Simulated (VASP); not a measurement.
The system is Pd.

```
CELL_PARAMETERS angstrom
0.00000 1.94650 1.94650
1.94650 0.00000 1.94650
1.94650 1.94650 0.00000
ATOMIC_POSITIONS crystal
Pd 0.00000 0.00000 0.00000
```

```yaml
Program: VASP 6.6.1
Task: relaxation of cell and atoms
Functional: RPBE
Potentials_or_basis: VASP PAW PBE potentials, release 64 (Pd)
Cutoff: 600 eV
k_mesh: 16 × 16 × 16
Occupations: methfessel-paxton, width 0.1 eV
Spin: no spin polarisation
```

At the start: pressure 11.5 GPa; volume 14.75 Å³/atom.

Problem. Where does the relaxation end?

Solution. Over 4 steps the energy falls by 32.6 meV/atom and the volume is 15.73 Å³/atom (+6.6 %); space group Fm-3m (No. 225, to 0.05 Å).

Step by step:
```tsv
step	energy change (eV)	largest force (eV/Å)	pressure (GPa)	volume (Å³)
1	0.0000	0.0000	11.49	14.75
2	0.0150	0.0000	-9.90	17.13
3	-0.0326	0.0000	-0.15	15.75
4	-0.0326	0.0000	0.04	15.73
```

Final structure:
```cif
data_structure
_symmetry_space_group_name_H-M 'P 1'
_symmetry_Int_Tables_number 1
_cell_length_a 2.8122
_cell_length_b 2.8122
_cell_length_c 2.8122
_cell_angle_alpha 60.000
_cell_angle_beta 60.000
_cell_angle_gamma 60.000
_cell_volume 15.73
loop_
_atom_site_label
_atom_site_type_symbol
_atom_site_fract_x
_atom_site_fract_y
_atom_site_fract_z
_atom_site_occupancy
Pd1 Pd 0.00000 0.00000 0.00000 1
```

Caveat: the PAW data sets were made with another functional, which shifts forces and pressure a little.
